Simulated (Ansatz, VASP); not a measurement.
Two plane-wave programs on ZnCd2Se3

```
Zn Cd Se
1.0
     4.75310    0.00000    0.00000
     0.00000    5.93202    0.00000
     0.00000    0.00000    6.12137
Zn Cd Se
1 2 3
Cartesian
  2.3765 2.9660 0.0000
  0.0000 4.0912 0.0000
  0.0000 1.8408 0.0000
  0.0000 0.0000 3.0607
  2.3765 2.9660 2.0171
  2.3765 2.9660 4.1043
```

Alike in both runs: task single point; functional PBE; k mesh 4 × 4 × 4; occupations gaussian, width 0.1 eV; no spin polarisation.

|  | VASP | Ansatz |
| --- | --- | --- |
| version | VASP 6.6.1 | Ansatz 0.2.0 |
| potentials or method | VASP PAW PBE potentials, release 64 (Zn, Cd, Se) | scalar-relativistic, plane waves, PAW |
| plane-wave cutoff (eV) | 520 | 420 |
| valence electrons in the cell | 54 | 100 |

```tsv
	VASP	Ansatz	Ansatz less VASP
gap on the k mesh at the Fermi level (eV)	none	none	-
pressure (GPa)	16.6	16.0	-0.54
largest component of the traceless stress (GPa)	12.77	12.74	-0.023
rms of the force components (eV/Å)	2.643	2.514	-0.1288
```

Atom by atom the forces differ by 0.129 eV/Å (rms over components). A gap of «none» marks a metal or a gap that the smearing closes. With one functional, cell and mesh, what is left measures potentials, basis and numerics. The two sets of potentials don't hold the same shells in valence.

Caveats: so large a pressure means that the cell lies far from this level's equilibrium, or that cutoff or potentials fall short (VASP); forces of over 1 eV/Å show positions far from the minimum, so gaps and moduli don't describe the material at rest.
